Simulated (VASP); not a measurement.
RuSe, 2 atoms in the cell. The structure is cubic, space group Pm-3m (No. 221). The conventional cell has a = 3.188 Å, b = 3.188 Å, c = 3.188 Å, α = 90.00°, β = 90.00°, γ = 90.00°. Ru (site symmetry m-3m) has 8 Se at 2.76 Å as nearest neighbours. Se (site symmetry m-3m) has 8 Ru at 2.76 Å as nearest neighbours. The cell comes from a database or a generator and needn't be the stable form of this composition.

- Program: VASP 6.6.1
- Task: relaxation of cell and atoms
- Functional: rev-vdW-DF2
- Potentials or basis: VASP PAW PBE potentials, release 64 (Ru_pv, Se)
- Cutoff: 600 eV
- k mesh: 8 × 8 × 8
- Occupations: fermi-dirac, width 0.05 eV
- Spin: no spin polarisation
- Further INCAR settings: ALGO = Normal; EDIFF = 1e-07; IBRION = 2; EDIFFG = -0.01; NSW = 40; ISIF = 3

Potentials or basis: VASP PAW PBE potentials, release 64 (Ru_pv, Se).

The run is started by

```bash
$ cat potpaw_PBE.64/Ru_pv/POTCAR potpaw_PBE.64/Se/POTCAR > POTCAR
$ mpirun -np 1 vasp_std > vasp.out
```

Hardware: 1 thread of Intel(R) Xeon(R) 6975P-C (Granite Rapids), with other jobs on the host.

**Question.** Estimate the wall time of this run.

**Answer.** It took 86 s on 1 thread of Intel(R) Xeon(R) 6975P-C (Granite Rapids), with other jobs on the host, peak memory 0.34 GiB. Counts: scf iterations 40, k points 35, ion steps 4.
